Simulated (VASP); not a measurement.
# Which magnetic order does Fe2O3 (Hematite) take?, part 3 of 5

Is Fe2O3 (Hematite) a ferromagnet or an antiferromagnet at this level? The start is a cell from a database of measured crystal structures.

VASP 6.6.1, plane waves and PAW; the level of theory is named at each step.

Still holding for the runs below: The magnetic state follows from one typed start and may not be the lowest.

So far, largest spin moment in the PAW sphere (μB): step 2 (magnetic order, start order fm, signs ++++) 4.49.

### Step 3. Magnetic order, start order AFM 1, signs ++-- (continued)

Level of this step: r2SCAN, DFT+U (Fe d 5 eV), spin-polarised, from moments of both signs; plane waves and PAW (Fe, O) (VASP).

Valence density in the ac plane of the conventional cell at fractional y = 0.000, with atoms of Fe and O within 0.2 Å of it. It is the smooth field of the valence electrons, not physical close to the nuclei.

Values in e/Å³, 24 rows by 14 columns, each cell a mean:
```
0.0 0.1 0.1 0.4 0.9 1.0 0.6 0.2 0.1 0.1 0.1 0.1 0.0 0.0
0.2 0.2 0.5 1.9 5.0 5.4 2.3 0.5 0.1 0.1 0.1 0.1 0.1 0.2
3.3 1.7 0.7 1.5 3.7 4.0 1.7 0.4 0.1 0.1 0.1 0.2 0.8 2.6
6.6 3.1 0.6 0.3 0.5 0.5 0.3 0.1 0.1 0.1 0.2 0.3 1.6 5.3
1.6 0.8 0.2 0.1 0.1 0.1 0.1 0.2 0.5 1.0 1.0 0.6 0.6 1.3
0.2 0.2 0.2 0.1 0.1 0.1 0.1 0.5 2.3 5.6 5.4 2.1 0.5 0.2
0.2 0.2 0.2 0.1 0.1 0.1 0.1 0.4 1.7 4.2 4.0 1.6 0.5 0.3
3.0 1.4 0.3 0.1 0.1 0.1 0.1 0.2 0.3 0.5 0.5 0.4 0.9 2.4
6.7 3.2 0.7 0.6 0.9 1.0 0.5 0.2 0.1 0.1 0.1 0.3 1.6 5.4
1.8 0.9 0.7 1.9 5.0 5.5 2.3 0.5 0.1 0.1 0.1 0.1 0.5 1.4
0.1 0.1 0.4 1.4 3.6 4.0 1.8 0.4 0.1 0.1 0.1 0.1 0.1 0.1
0.0 0.0 0.1 0.2 0.5 0.5 0.4 0.2 0.1 0.1 0.1 0.1 0.0 0.0
0.0 0.0 0.1 0.1 0.1 0.1 0.2 0.4 0.8 1.1 0.6 0.2 0.1 0.0
0.2 0.2 0.1 0.1 0.1 0.1 0.3 1.2 4.1 5.8 3.3 0.9 0.3 0.2
3.3 1.5 0.3 0.1 0.1 0.1 0.2 0.9 3.1 4.3 2.5 0.9 1.0 2.7
6.6 3.2 0.6 0.2 0.1 0.1 0.1 0.2 0.4 0.5 0.4 0.4 1.6 5.3
1.6 0.9 0.5 0.8 1.1 0.7 0.3 0.1 0.1 0.1 0.1 0.2 0.4 1.2
0.2 0.3 1.1 3.9 6.2 3.9 1.1 0.2 0.1 0.1 0.1 0.1 0.2 0.2
0.2 0.3 0.9 2.9 4.6 2.9 0.8 0.2 0.1 0.1 0.1 0.1 0.2 0.2
3.0 1.5 0.5 0.5 0.5 0.4 0.2 0.1 0.1 0.1 0.1 0.2 0.7 2.4
6.7 3.2 0.6 0.1 0.1 0.1 0.1 0.3 0.8 1.0 0.7 0.5 1.7 5.4
1.8 0.8 0.2 0.1 0.1 0.1 0.2 1.2 4.2 5.8 3.3 1.0 0.7 1.4
0.1 0.1 0.1 0.1 0.1 0.1 0.2 0.9 3.0 4.3 2.4 0.7 0.2 0.1
0.0 0.0 0.0 0.1 0.1 0.1 0.2 0.3 0.5 0.5 0.3 0.1 0.1 0.0
```
Columns run along a (5.0 Å), rows up along c (13.8 Å), edges of the conventional cell, whose origin can differ from the input's. Atoms in or near the plane, at fractional coordinates: Fe at (0.00, 0.86), Fe at (0.00, 0.64), Fe at (0.00, 0.14), Fe at (0.00, 0.36), O at (0.64, 0.42), O at (0.67, 0.08), O at (0.69, 0.75), O at (0.36, 0.58), O at (0.33, 0.92), O at (0.31, 0.25).

The largest moment at the end is 4.43 μB, and the moments of the cell sum to 0.00 μB.

### Step 4. Magnetic order, start order AFM 2, signs +-+-

INCAR

```
SYSTEM = Fe2O3
PREC = Normal
ENCUT = 480
EDIFF = 1E-06
NELM = 150
ISMEAR = 0
SIGMA = 0.05
LREAL = .FALSE.
ALGO = Normal
METAGGA = R2SCAN
LASPH = .TRUE.
NBANDS = 49
ISPIN = 2
MAGMOM = 3 -3 3 -3 0 0 0 0 0 0
LDAU = .TRUE.
LDAUTYPE = 2
LDAUL = 2 -1
LDAUU = 5 0
LDAUJ = 0 0
LDAUPRINT = 1
LMAXMIX = 4
LORBIT = 11
LWAVE = .FALSE.
LCHARG = .FALSE.
KPAR = 2
AMIX = 0.2
BMIX = 1E-04
AMIX_MAG = 0.8
BMIX_MAG = 1E-04
```

POSCAR

```
Fe2O3
1.0
    2.5190000000      1.4543453281      4.5906666667
   -2.5190000000      1.4543453281      4.5906666667
    0.0000000000     -2.9086906562      4.5906666667
Fe O
4 6
Direct
    0.3553000000      0.3553000000      0.3553000000
    0.1447000000      0.1447000000      0.1447000000
    0.6447000000      0.6447000000      0.6447000000
    0.8553000000      0.8553000000      0.8553000000
    0.5559000000      0.2500000000      0.9441000000
    0.2500000000      0.9441000000      0.5559000000
    0.9441000000      0.5559000000      0.2500000000
    0.4441000000      0.7500000000      0.0559000000
    0.7500000000      0.0559000000      0.4441000000
    0.0559000000      0.4441000000      0.7500000000
```

KPOINTS

```
Automatic mesh
0
Gamma
4 4 4
0 0 0
```

Potentials, in the order of the species: Fe and O (PBE family, release 64).

Launch:

```sh
$ mpirun -np 2 vasp_std
```

Log:

```text
[... set-up lines as in an earlier step ...]
 entering main loop
       N       E                     dE             d eps       ncg     rms          rms(c)
DAV:   1     0.776035478001E+03    0.77604E+03   -0.30236E+04  2548   0.159E+03
DAV:   2     0.154901285681E+02   -0.76055E+03   -0.69648E+03  2607   0.427E+02
DAV:   3    -0.128655174494E+03   -0.14415E+03   -0.13624E+03  3059   0.209E+02
DAV:   4    -0.137250879967E+03   -0.85957E+01   -0.85343E+01  2951   0.568E+01
[...]
DAV:  16    -0.103410420602E+03    0.53509E-04   -0.66402E-04  3288   0.274E-01    0.881E-02
DAV:  17    -0.103410423044E+03   -0.24413E-05   -0.26499E-05  3504   0.484E-02    0.303E-02
DAV:  18    -0.103410422402E+03    0.64155E-06   -0.53917E-06  3240   0.245E-02
   1 F= -.10341042E+03 E0= -.10341042E+03  d E =-.128088E-20  mag=     0.0000
```

Run time: 4.8 min. Hardware: 2 MPI ranks of AMD EPYC 7R43, shared host; peak memory 0.42 GiB.

Parts of OUTCAR (step 4):

```text
  Total       -1.2120241     -1.2120241     -2.2290294     -0.0000000      0.0000000      0.0000000
  in kB      -19.2441678    -19.2441678    -35.3918824     -0.0000000      0.0000000      0.0000000
  external PRESSURE =     -24.6267394 kB  Pullay stress =       0.0000000 kB

 POSITION                                       TOTAL-FORCE (eV/Angst)
 -----------------------------------------------------------------------------------
      0.00000      0.00000      4.89319        -0.000000      0.000000     -0.398788
      0.00000      0.00000      1.99281        -0.000000      0.000000      0.398788
      0.00000      0.00000      8.87881        -0.000000      0.000000      0.398788
      0.00000      0.00000     11.77919        -0.000000      0.000000     -0.398788
      0.77056     -1.57404      8.03367        -0.069120     -0.119719     -0.000000
     -1.74844      0.11969      8.03367        -0.069120      0.119719     -0.000000
      0.97788      1.45435      8.03367         0.138239      0.000000     -0.000000
     -0.77056      1.57404      5.73833         0.069120      0.119719     -0.000000
      1.74844     -0.11969      5.73833         0.069120     -0.119719     -0.000000
     -0.97788     -1.45435      5.73833        -0.138239      0.000000     -0.000000
 -----------------------------------------------------------------------------------
    total drift:                               -0.000000      0.000000     -0.000000

  FREE ENERGIE OF THE ION-ELECTRON SYSTEM (eV)
  ---------------------------------------------------
  free  energy   TOTEN  =      -103.4104224020 eV

  energy  without entropy=     -103.4104224020  energy(sigma->0) =     -103.41042240

 magnetization (x)
# of ion       s       p       d       tot
------------------------------------------
    1        0.018   0.018   4.351   4.387
    2       -0.018  -0.018  -4.351  -4.387
    3        0.018   0.018   4.351   4.387
    4       -0.018  -0.018  -4.351  -4.387
    5        0.000   0.000   0.000   0.000
    6        0.000   0.000   0.000   0.000
    7        0.000   0.000   0.000   0.000
    8        0.000   0.000   0.000   0.000
    9        0.000   0.000   0.000   0.000
   10        0.000   0.000   0.000   0.000
--------------------------------------------------
tot          0.000   0.000  -0.000  -0.000

[... 2 parts as in an earlier step ...]

[... 1 further part left out ...]
[key lines of the parts left out:]
E-fermi :   3.2314
```

Spin moment in the PAW sphere by atom:

```
atom  spin moment in the PAW sphere (μB)
 Fe1                                4.39
 Fe2                               -4.39
 Fe3                                4.39
 Fe4                               -4.39
  O5                                0.00
  O6                                0.00
  O7                                0.00
  O8                                0.00
  O9                                0.00
 O10                                0.00
```

The largest moment at the end is 4.39 μB, and the moments of the cell sum to 0.00 μB.

### Step 5. Magnetic order, start order AFM 3, signs +--+

INCAR, as its differences from that of step 4:

```diff
@@ -13,3 +13,3 @@
 ISPIN = 2
-MAGMOM = 3 -3 3 -3 0 0 0 0 0 0
+MAGMOM = 3 -3 -3 3 0 0 0 0 0 0
 LDAU = .TRUE.
```

POSCAR is that of step 4.

KPOINTS is that of step 4.

Launch:

```sh
$ mpirun -np 2 vasp_std
```

Log:

```text
[... set-up lines as in an earlier step ...]
 entering main loop
       N       E                     dE             d eps       ncg     rms          rms(c)
DAV:   1     0.773897877598E+03    0.77390E+03   -0.30252E+04  2548   0.159E+03
DAV:   2     0.144147757896E+02   -0.75948E+03   -0.69440E+03  2600   0.426E+02
DAV:   3    -0.128736142692E+03   -0.14315E+03   -0.13530E+03  3035   0.208E+02
DAV:   4    -0.137133971712E+03   -0.83978E+01   -0.83412E+01  3031   0.560E+01
[...]
DAV:  18    -0.103018260505E+03    0.42429E-05   -0.63165E-06  2800   0.188E-02    0.788E-02
DAV:  19    -0.103018264936E+03   -0.44308E-05   -0.18705E-06  2035   0.131E-02    0.420E-02
DAV:  20    -0.103018265662E+03   -0.72572E-06   -0.64899E-07  1665   0.869E-03
   1 F= -.10301827E+03 E0= -.10301827E+03  d E =-.728635E-11  mag=     0.0000
```

Run time: 5.6 min. Hardware: 2 MPI ranks; peak memory 0.41 GiB; 11 min of CPU time.

From OUTCAR (step 5):

```text
  Total       -0.2982348     -0.2982348     -1.7653759      0.0000000      0.0000000      0.0000000
  in kB       -4.7352854     -4.7352854    -28.0301263      0.0000000      0.0000000      0.0000000
  external PRESSURE =     -12.5002324 kB  Pullay stress =       0.0000000 kB

 POSITION                                       TOTAL-FORCE (eV/Angst)
 -----------------------------------------------------------------------------------
      0.00000      0.00000      4.89319        -0.000000     -0.000000     -0.234693
      0.00000      0.00000      1.99281        -0.000000     -0.000000      0.234693
      0.00000      0.00000      8.87881        -0.000000     -0.000000      0.234693
      0.00000      0.00000     11.77919        -0.000000     -0.000000     -0.234693
      0.77056     -1.57404      8.03367        -0.037072     -0.064211     -0.000000
     -1.74844      0.11969      8.03367        -0.037072      0.064211     -0.000000
      0.97788      1.45435      8.03367         0.074145     -0.000000     -0.000000
     -0.77056      1.57404      5.73833         0.037072      0.064211     -0.000000
      1.74844     -0.11969      5.73833         0.037072     -0.064211     -0.000000
     -0.97788     -1.45435      5.73833        -0.074145      0.000000      0.000000
 -----------------------------------------------------------------------------------
    total drift:                               -0.000000      0.000000     -0.000000

  FREE ENERGIE OF THE ION-ELECTRON SYSTEM (eV)
  ---------------------------------------------------
  free  energy   TOTEN  =      -103.0182656618 eV

  energy  without entropy=     -103.0182656618  energy(sigma->0) =     -103.01826566

 magnetization (x)
# of ion       s       p       d       tot
------------------------------------------
    1        0.023   0.032   4.395   4.451
    2       -0.023  -0.032  -4.395  -4.451
    3       -0.023  -0.032  -4.395  -4.451
    4        0.023   0.032   4.395   4.451
    5        0.000   0.000   0.000   0.000
    6        0.000   0.000   0.000   0.000
    7        0.000   0.000   0.000   0.000
    8        0.000   0.000   0.000   0.000
    9        0.000   0.000   0.000   0.000
   10        0.000   0.000   0.000   0.000
--------------------------------------------------
tot          0.000   0.000   0.000   0.000

[... 2 parts as in an earlier step ...]

[... 1 further part left out ...]
[key lines of the parts left out:]
E-fermi :   3.3024
```

Spin moment in the PAW sphere by atom:

| atom | spin moment in the PAW sphere (μB) |
| --- | --- |
| Fe1 | 4.45 |
| Fe2 | -4.45 |
| Fe3 | -4.45 |
| Fe4 | 4.45 |
| O5 | 0.00 |
| O6 | 0.00 |
| O7 | 0.00 |
| O8 | 0.00 |
| O9 | 0.00 |
| O10 | 0.00 |

The largest moment at the end is 4.45 μB, and the moments of the cell sum to 0.00 μB.

### Step 6. Magnetic order, start order ferri 4, signs +++-

INCAR, as its differences from that of step 5:

```diff
@@ -13,3 +13,3 @@
 ISPIN = 2
-MAGMOM = 3 -3 -3 3 0 0 0 0 0 0
+MAGMOM = 3 3 3 -3 0 0 0 0 0 0
 LDAU = .TRUE.
```

POSCAR is that of step 5.

KPOINTS is that of step 5.

Launch:

```sh
$ mpirun -np 2 vasp_std
```

Log:

```text
[... set-up lines as in an earlier step ...]
 entering main loop
       N       E                     dE             d eps       ncg     rms          rms(c)
DAV:   1     0.775980525079E+03    0.77598E+03   -0.30279E+04  2744   0.159E+03
DAV:   2     0.137000203055E+02   -0.76228E+03   -0.69333E+03  2836   0.427E+02
DAV:   3    -0.128880540141E+03   -0.14258E+03   -0.13384E+03  3260   0.208E+02
DAV:   4    -0.137012900843E+03   -0.81324E+01   -0.80716E+01  3254   0.546E+01
[...]
DAV:  20    -0.103088937570E+03   -0.13755E-05   -0.15414E-06  1793   0.982E-03    0.618E-03
DAV:  21    -0.103088935619E+03    0.19517E-05   -0.65096E-07  1697   0.876E-03    0.454E-03
DAV:  22    -0.103088935613E+03    0.51987E-08   -0.37557E-07  1518   0.401E-03
   1 F= -.10308894E+03 E0= -.10308894E+03  d E =-.608985E-20  mag=    10.0000
```

Wall time 5.5 min (2 MPI ranks); peak memory 0.42 GiB.

Parts of OUTCAR (step 6):

```text
  Total       -0.1124010     -0.1124010     -2.0093305     -0.0000599      0.0000000      0.0000000
  in kB       -1.7846707     -1.7846707    -31.9035664     -0.0009508      0.0000000      0.0000000
  external PRESSURE =     -11.8243026 kB  Pullay stress =       0.0000000 kB

 POSITION                                       TOTAL-FORCE (eV/Angst)
 -----------------------------------------------------------------------------------
      0.00000      0.00000      4.89319         0.000000     -0.000000     -0.524765
      0.00000      0.00000      1.99281         0.000000      0.000000      0.415764
      0.00000      0.00000      8.87881         0.000000      0.000000      0.357968
      0.00000      0.00000     11.77919         0.000000      0.000000     -0.413787
      0.77056     -1.57404      8.03367         0.032128     -0.138066     -0.011926
     -1.74844      0.11969      8.03367        -0.135633      0.041209     -0.011926
      0.97788      1.45435      8.03367         0.103505      0.096857     -0.011926
     -0.77056      1.57404      5.73833         0.175059      0.210868      0.066866
      1.74844     -0.11969      5.73833         0.095087     -0.257039      0.066866
     -0.97788     -1.45435      5.73833        -0.270146      0.046172      0.066866
 -----------------------------------------------------------------------------------
    total drift:                                0.000000      0.000000      0.000402

  FREE ENERGIE OF THE ION-ELECTRON SYSTEM (eV)
  ---------------------------------------------------
  free  energy   TOTEN  =      -103.0889356134 eV

  energy  without entropy=     -103.0889356134  energy(sigma->0) =     -103.08893561

 magnetization (x)
# of ion       s       p       d       tot
------------------------------------------
    1        0.022   0.025   4.380   4.427
    2        0.027   0.039   4.427   4.493
    3        0.024   0.031   4.395   4.450
    4       -0.017  -0.019  -4.351  -4.387
    5        0.009   0.115   0.000   0.124
    6        0.009   0.115   0.000   0.124
    7        0.009   0.115   0.000   0.124
    8        0.011   0.177   0.000   0.188
    9        0.011   0.177   0.000   0.188
   10        0.011   0.177   0.000   0.188
--------------------------------------------------
tot          0.117   0.953   8.851   9.921

[... 1 part as in an earlier step ...]

[... 2 further parts left out ...]
[key lines of the parts left out:]
E-fermi :   3.3504
```

The largest moment at the end is 4.49 μB, and the moments of the cell sum to 10.00 μB.

### Step 7. The series together

Times are for 2 MPI ranks of AMD EPYC 7R43, shared host. The runs compared:

```csv
no.,start order,energy at zero smearing less the lowest (eV),"moment of the cell, from the last line of the log (μB)",time,memory (GiB)
1,fm,0.6173,20,5 min,0.42
2,afm 1,0.2836,0,5.1 min,0.4
3,afm 2,0,0,4.8 min,0.42
4,afm 3,0.3922,0,5.6 min,0.41
5,ferri 4,0.3215,10,5.5 min,0.42
```

[end of part 3 of 5]

[Lines on the potential files, build, host, timing and source positions are cut from VASP's logs without a mark.]

[Logs are printed without paths, hosts, clocks, repeated set-up lines and the standing remarks that a program may print on its own settings, such as how far it seeks lower states.]

[Hosts, paths, dates, database ids (printed as entryN), source tags and the programs' standing remarks are cut or masked in the printed files.]

[In band tables of VASP the shares of atoms and orbitals are scaled to a sum of 1 inside the atoms' spheres.]

[Runs that stopped without an error message from VASP are left out.]
